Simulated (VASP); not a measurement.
Given:

```xyz
2
Lattice="0.0000 2.2948 2.2948 2.2948 0.0000 2.2948 2.2948 2.2948 0.0000" Properties=species:S:1:pos:R:3 pbc="T T T"
Ga     0.0000     0.0000     0.0000
N      1.1474     1.1474     1.1474
```

Calculation: PBE GGA with D4 dispersion, VASP's PBE PAW potentials (set 64) (plane waves; VASP 6.6.1). Numerical set-up: 520 eV cut-off, 10×10×10 Γ-centred mesh, Gaussian smearing of 0.050 eV, potentials Ga_d N.

**Question.** Give the stress tensor in GPa (positive for a compressed cell).

**Answer.** 
```
-9.34   0.00   0.00
 0.00  -9.34   0.00
 0.00   0.00  -9.34
```
The pressure is its mean diagonal, -9.34 GPa.

The compound is GaN in the zinc blende structure, a metastable form; wurtzite is the usual one. This cell is one point of a volume scan, at 1.06 of the reference volume.
